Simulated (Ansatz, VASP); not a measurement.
# Cross-check of Ta3AlN4 (TaN(111)/AlN(0001) capacitor, 2 bilayers of AlN) between VASP and Ansatz, part 3 of 3

One calculation is typed for both programs; each brings its own data sets. How far apart do they land? Of the first pair: The structure shown is the start of the Ansatz relaxation below; VASP solves that cell, so the two are compared at the walk's first step.

VASP 6.6.1 and Ansatz 0.2.0.

So far. Step 3 (VASP: single point, PBE, start cell, pair 1): The run ends at a pressure of 3.84 GPa, with forces up to 4.5 eV/Å.

## Step 6: VASP: single point, PBE, relaxed cell, pair 2

Level of this step: PBE; plane waves and PAW (Ta_pv, N, Al) (VASP).

The same cell, functional, mesh and smearing now go to VASP, with its own data sets.

File INCAR:

```
SYSTEM = Ta3AlN4
PREC = Accurate
ENCUT = 600
EDIFF = 1E-06
NELM = 120
ISMEAR = -1
SIGMA = 0.1
LREAL = Auto
ALGO = Normal
GGA = PE
NBANDS = 272
LASPH = .TRUE.
LORBIT = 11
LWAVE = .FALSE.
LCHARG = .FALSE.
ISIF = 2
GGA_COMPAT = .FALSE.
KPAR = 8
```

File POSCAR:

```
Ta3AlN4
1.0
    6.2600000000      0.0000000000      0.0000000000
   -3.1300000000      5.4213200000      0.0000000000
    0.0000000000      0.0000000000     20.6449770000
Ta N Al
24 32 8
Direct
    0.1612700000      0.3439000000      0.0656000000
    0.0156000000      0.0285700000      0.1906500000
    0.3079400000      0.1789000000      0.3071000000
    0.1491900000      0.3471700000      0.4345400000
    0.0240200000      0.9734000000      0.5572600000
    0.3222400000      0.1694600000      0.6813400000
    0.1394600000      0.8207800000      0.0635700000
    0.9878700000      0.5194600000      0.1778100000
    0.3521700000      0.6732500000      0.3123600000
    0.1892500000      0.8239800000      0.4331300000
    0.9902900000      0.5020300000      0.5589800000
    0.3599800000      0.6358500000      0.6782800000
    0.6662200000      0.3534400000      0.0671600000
    0.4740400000      0.0176400000      0.1850700000
    0.8506000000      0.1660200000      0.3086400000
    0.6853400000      0.3208400000      0.4336800000
    0.4923500000      0.0045900000      0.5596000000
    0.8605300000      0.1377100000      0.6785900000
    0.6567200000      0.8345700000      0.0598100000
    0.4971300000      0.4923400000      0.1823500000
    0.8118000000      0.6860100000      0.3110700000
    0.6472200000      0.8425300000      0.4333600000
    0.5261300000      0.4758900000      0.5575400000
    0.8265000000      0.6735700000      0.6814200000
    0.3139000000      0.1631800000      0.1195700000
    0.1672900000      0.3758800000      0.2431600000
    0.0051900000      0.9962000000      0.3793000000
    0.3311700000      0.1718500000      0.4894000000
    0.1697100000      0.3277600000      0.6109200000
    0.0071500000      0.9868000000      0.7630100000
    0.1664300000      0.3289900000      0.8847300000
    0.9888300000      0.0053300000      0.0074000000
    0.3387500000      0.6817200000      0.1256300000
    0.1563100000      0.8252500000      0.2520800000
    0.9936900000      0.5136800000      0.3646900000
    0.3444500000      0.6522400000      0.5043900000
    0.1810200000      0.8131300000      0.6302400000
    0.0029700000      0.4929600000      0.7603400000
    0.1675700000      0.8284400000      0.8868200000
    0.9929700000      0.4994000000      0.0071400000
    0.8211200000      0.1625200000      0.1266200000
    0.6700900000      0.3410300000      0.2505500000
    0.4984400000      0.0229800000      0.3637000000
    0.8422600000      0.1497300000      0.5037700000
    0.6813200000      0.3152700000      0.6313200000
    0.5028000000      0.9922300000      0.7599300000
    0.6664400000      0.3271900000      0.8864100000
    0.4901400000      0.0035000000      0.0106100000
    0.8241400000      0.7042800000      0.1265800000
    0.6554300000      0.8455400000      0.2409100000
    0.4980400000      0.4874000000      0.3784200000
    0.8319700000      0.6717100000      0.4883200000
    0.6704300000      0.8291200000      0.6112300000
    0.5089000000      0.4885000000      0.7628200000
    0.6655800000      0.8302000000      0.8856000000
    0.4922900000      0.5078500000      0.0066400000
    0.1702400000      0.3256400000      0.7945900000
    0.9996900000      0.9969000000      0.9176400000
    0.1738100000      0.8226900000      0.7967500000
    0.9993100000      0.4943300000      0.9177100000
    0.6726700000      0.3216900000      0.7964100000
    0.4991400000      0.9967300000      0.9205400000
    0.6695800000      0.8261300000      0.7953400000
    0.4991600000      0.4955700000      0.9170300000
```

File KPOINTS:

```
Automatic mesh
0
Gamma
4 4 1
0 0 0
```

Potentials, in the order of the species: Ta_pv, N and Al (PBE family, release 64).

Launch:

```bash
> mpirun -np 8 vasp_std
```

Numbers of over 12 decimals in the logs are rounded to 6 here.

The program printed:

```text
[banner, memory and clock lines left out]
running    8 mpi-ranks, on    1 nodes
[...]
[... a notice as in an earlier step ...]

 LDA part: xc-table for (Slater+PW92), standard interpolation
 POSCAR, INCAR and KPOINTS ok, starting setup
[...]
entering main loop
       N       E                     dE             d eps       ncg     rms          rms(c)
DAV:   1     0.474540222631E+04    0.47454E+04   -0.25872E+05  5440   0.189E+03
DAV:   2    -0.245003220155E+03   -0.49904E+04   -0.48134E+04  6040   0.538E+02
DAV:   3    -0.714189573467E+03   -0.46919E+03   -0.45765E+03  6544   0.155E+02
DAV:   4    -0.731356177510E+03   -0.17167E+02   -0.16752E+02  6448   0.273E+01
[...]
DAV:  22    -0.641212052161E+03    0.21353E-05   -0.77346E-06  5744   0.954E-03    0.803E-03
DAV:  23    -0.641212052484E+03   -0.32310E-06   -0.10149E-05  5472   0.638E-03    0.287E-03
DAV:  24    -0.641212052653E+03   -0.16882E-06   -0.88837E-07  3520   0.287E-03
   1 F= -.64121205E+03 E0= -.64094493E+03  d E =-.534248E+00
```

Parts of OUTCAR (step 6):

```text
  Total       -8.0934014    -11.5226010      1.5324933     -7.4009658     -4.3728514      7.8286858
  in kB      -18.5075052    -26.3491935      3.5044139    -16.9240851     -9.9995745     17.9021695
  external PRESSURE =     -13.7840950 kB  Pullay stress =       0.0000000 kB

 POSITION                                       TOTAL-FORCE (eV/Angst)
 -----------------------------------------------------------------------------------
     -0.06686      1.86439      1.35431         0.001460     -0.000486     -0.007959
      0.00823      0.15489      3.93596         0.004534      0.007533      0.007492
      1.36775      0.96987      6.34007        -0.009578      0.001580     -0.008227
     -0.15271      1.88212      8.97107        -0.010216      0.004399      0.002396
     -2.89638      5.27711     11.50462         0.013928     -0.006849     -0.000414
      1.48681      0.91870     14.06625        -0.001137      0.000383      0.018853
     -1.69602      4.44971      1.31240         0.000030     -0.001352     -0.009244
      4.55816      2.81616      3.67088        -0.007003     -0.000752     -0.004617
      0.09731      3.64990      6.44867         0.006532     -0.002035      0.000910
     -1.39435      4.46706      8.94196         0.011732     -0.002121      0.001969
      4.62786      2.72167     11.54013        -0.014443      0.004446      0.002840
      0.26326      3.44715     14.00307         0.003575     -0.003413      0.017740
      3.06427      1.91611      1.38652        -0.001178      0.005953     -0.007868
      2.91228      0.09563      3.82077        -0.008911      0.002061     -0.000332
[...]
-----------------------------------------------------------------------------------
    total drift:                               -0.007025     -0.004502      0.001295

  FREE ENERGIE OF THE ION-ELECTRON SYSTEM (eV)
  ---------------------------------------------------
  free  energy   TOTEN  =      -641.2120526532 eV

  energy  without entropy=     -640.6778048272  energy(sigma->0) =     -640.94492874

[... 1 further part left out ...]
```

The run ends at a pressure of -1.38 GPa, with forces up to 0.057 eV/Å.

## Step 7: Comparison

What differs besides the data sets and the points named for the pairs above, as far as they apply: the data sets hold 496 valence electrons in Ansatz (on its default PAW (the set named soft_2) files) and 448 in VASP; the cutoff is 420 eV in Ansatz and 600 eV in VASP (PREC = Accurate, projectors in real space). Total energies have different zeros and are not compared.

The two programs side by side:

```tsv
quantity	Ansatz	VASP	difference
pressure (GPa)	-1.72	-1.38	-0.34
```

At this near-relaxed geometry the largest component of a force difference is 57 meV/Å.

## Step 8: Outcome

| Quantity | Value |
| --- | --- |
| r.m.s. force difference (single point, PBE, start cell, pair 1) | 1.0 % of the r.m.s. force |
| difference in pressure (single point, PBE, relaxed cell, pair 2) | -0.34 GPa |
| r.m.s. force difference (single point, PBE, relaxed cell, pair 2) | 10 meV/Å |

**Reading.** The r.m.s. force difference is 10 meV/Å (single point, PBE, relaxed cell, pair 2), within the 12 meV/Å picked in this series as the mark of a large difference. The data sets hold unlike numbers of valence electrons (496 in Ansatz and 448 in VASP), so part of the differences comes from the potentials. Such differences can come from data sets, numerical settings and the points named under the comparisons, not from the functional's error against experiment.

[Lines on the potential files, build, host, timing and source positions are cut from VASP's logs without a mark.]

[Logs are printed without paths, hosts, clocks, repeated set-up lines and the standing remarks that a program may print on its own settings, such as how far it seeks lower states.]

[Hosts, paths, dates, database ids (printed as entryN), source tags and the programs' standing remarks are cut or masked in the printed files.]
